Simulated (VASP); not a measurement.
These are optB86b-vdW, VASP's PBE PAW potentials (set 64) (plane waves; VASP) values and carry that method's errors.

The input files of a VASP run:

**POSCAR**
```
Ni
1
    0.0000000000     1.7433493497     1.7433493497
    1.7433493497     0.0000000000     1.7433493497
    1.7433493497     1.7433493497     0.0000000000
Ni
1
Direct
  0.0000000000   0.0000000000   0.0000000000
```

### INCAR
```
SYSTEM = Ni
PREC = Accurate; ENCUT = 520; LREAL = F
LASPH = T
EDIFF = 1E-7; NELM = 100; ALGO = Normal
LMAXMIX = 4
ISMEAR = 1; SIGMA = 0.1
GGA = MK; LUSE_VDW = T; AGGAC = 0.0
PARAM1 = 0.1234; PARAM2 = 1.0
ISPIN = 2; MAGMOM = 0.6
ISIF = 2
LWAVE = F; LCHARG = F; LORBIT = 10
```

File KPOINTS:
```
Automatic mesh
0
Gamma
18 18 18
0 0 0
```

POTCAR, in this order: Ni (PBE.64 set). Program: vasp_std.

### Question
Estimate the energy per atom (σ→0), cell moment, band gap (on the k-mesh).

### Answer

```yaml
energy per atom (σ→0): -279.4 kJ/mol of atoms
cell_moment: 0.61 μB
band gap (on the k-mesh): none (metal, semimetal or under 0.01 eV)
```

**OSZICAR**
```
...
DAV:   8    -0.289792941589E+01    0.16885E-01   -0.22385E-02 10001   0.178E+00    0.928E-01
DAV:   9    -0.289568904817E+01    0.22404E-02   -0.15242E-03 10302   0.393E-01    0.255E-01
DAV:  10    -0.289516630029E+01    0.52275E-03   -0.55079E-04  9060   0.198E-01    0.298E-02
DAV:  11    -0.289516603829E+01    0.26200E-06   -0.18264E-05  9128   0.501E-02    0.326E-02
DAV:  12    -0.289516770141E+01   -0.16631E-05   -0.13136E-06  8853   0.134E-02    0.621E-03
DAV:  13    -0.289516800669E+01   -0.30528E-06   -0.31996E-07  7499   0.606E-03    0.205E-03
DAV:  14    -0.289516797413E+01    0.32564E-07   -0.58643E-09  3639   0.105E-03
   1 F= -.28951680E+01 E0= -.28952708E+01  d E =0.308385E-03  mag=     0.6086
```

The compound is Ni in the fcc structure. It was relaxed first.
